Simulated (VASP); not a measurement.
CsSnBr₃ (space group Pm-3m): the band gap from VASP (plane waves, PAW) at several levels of theory. Gaps are without spin-orbit coupling. Each level names its cell: its own relaxed one, PBE's, or the starting one. A gap is the smallest over the k-mesh and a band path; hybrids may have named points in place of the path, and GW has the mesh alone.

```
level              band gap (eV)
-----------------  -------------
LDA (own cell)      0 (metallic)
PBEsol (own cell)           0.27
```

The cell of the LDA (own cell) run:

Space group Pm-3m (No. 221); a = 5.6575 Å, b = 5.6575 Å, c = 5.6575 Å, α = 90.00°, β = 90.00°, γ = 90.00°

| atom | site | symmetry | x | y | z |
|---|---|---|---|---|---|
| Cs | 1a | m-3m | 0.0000 | 0.0000 | 0.0000 |
| Sn | 1b | m-3m | 0.5000 | 0.5000 | 0.5000 |
| Br | 3c | 4/mm.m | 0.0000 | 0.5000 | 0.5000 |

Only levels that ran to the end are used. Left out are those held back, those with too coarse a band path, GW runs whose mesh misses a band edge, hybrids' fits of cells that aren't cubic and levels without matching references; a question may draw on a part of the rest.

The structure comes from a computed database's CsSnBr3 entry (Pm-3m); how it stands against other phases isn't given here.
